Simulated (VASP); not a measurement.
Input:

```
CELL_PARAMETERS angstrom
      2.90573     0.00000     0.00000
      0.00000     2.90573     0.00000
      0.00000     0.00000     2.90573
ATOMIC_POSITIONS crystal
  Al 0.50000 0.50000 0.50000
  Fe 0.00000 0.00000 0.00000
```

All values below come from vdW-DF2, VASP's PBE PAW potentials (set 64) (plane waves; VASP). Run with 520 eV cut-off, 14×14×14 Γ-centred mesh, tetrahedra with Blöchl corrections, potentials Al Fe.

Q: Estimate the energy per atom (σ→0), band gap (on the k-mesh) with the smallest direct gap where there is one.

A: 
```json
{
  "band gap (on the k-mesh)": "none (metal, semimetal or under 0.01 eV)",
  "energy per atom (σ→0)": "-3.665 eV/atom"
}
```

The compound is FeAl in the CsCl type structure. It was relaxed first. The run is not spin-polarised, so no magnetic state was tried. The electron count is odd and the run is not spin-polarised, which forces a metal.
